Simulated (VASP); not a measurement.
Data:

```yaml
crystal:
  lattice:
    - [2.43188, -4.21215, 0.00000]
    - [2.43188, 4.21215, 0.00000]
    - [0.00000, 0.00000, 5.38736]
  atoms:
    - { symbol: Si, position: [0.00000, 0.46412, 0.33333] }
    - { symbol: Si, position: [0.53588, 0.53588, 0.00000] }
    - { symbol: Si, position: [0.46412, 0.00000, 0.66667] }
    - { symbol: O, position: [0.27648, 0.41098, 0.22073] }
    - { symbol: O, position: [0.58902, 0.86550, 0.88739] }
    - { symbol: O, position: [0.72352, 0.13450, 0.44594] }
    - { symbol: O, position: [0.86550, 0.58902, 0.11261] }
    - { symbol: O, position: [0.41098, 0.27648, 0.77927] }
    - { symbol: O, position: [0.13450, 0.72352, 0.55406] }
```

Level of theory: LDA (Ceperley-Alder, Perdew-Zunger), VASP's LDA PAW potentials (set 64) (plane waves; VASP). Settings: 520 eV cut-off, Gaussian smearing of 0.050 eV, potentials Si O.

Q: Give the energies of bands 13 to 26 at the high-symmetry points, in eV from the valence-band maximum.

A: 
```csv
band,Γ,M,K,A,L,H
13,-3.03,-3.17,-3.01,-2.76,-3.27,-3.35
14,-3.03,-2.95,-3.00,-2.76,-3.26,-2.86
15,-2.69,-2.78,-3.00,-2.72,-2.47,-2.86
16,-2.47,-2.34,-2.09,-2.04,-2.15,-1.97
17,-1.46,-2.09,-2.09,-2.04,-2.05,-1.97
18,-1.46,-1.78,-1.82,-1.78,-1.57,-1.91
19,-1.40,-1.57,-1.76,-1.78,-1.27,-0.99
20,-1.04,-1.10,-1.18,-1.47,-1.12,-0.94
21,-1.04,-1.01,-1.18,-1.26,-0.90,-0.94
22,-0.82,-0.73,-0.43,-0.28,-0.89,-0.76
23,-0.29,-0.28,-0.43,-0.28,-0.59,-0.58
24,-0.29,-0.04,0.00,-0.07,-0.16,-0.58
25,5.81,8.13,8.73,7.78,8.79,8.92
26,9.03,8.84,8.73,7.78,9.23,9.48
```

The gap is indirect, 5.81 eV, from the valence maximum at K to the conduction minimum at Γ.

Measured: gap 9.70 eV (computed value off by -3.89 eV), as given by Wei Chen et al., Physical Review Materials (2018), doi:10.1103/physrevmaterials.2.073803 [computed exciton binding energy of 1.2 eV added to the absorption spectrum's value].

The compound is SiO2 in the quartz structure. It was relaxed first.
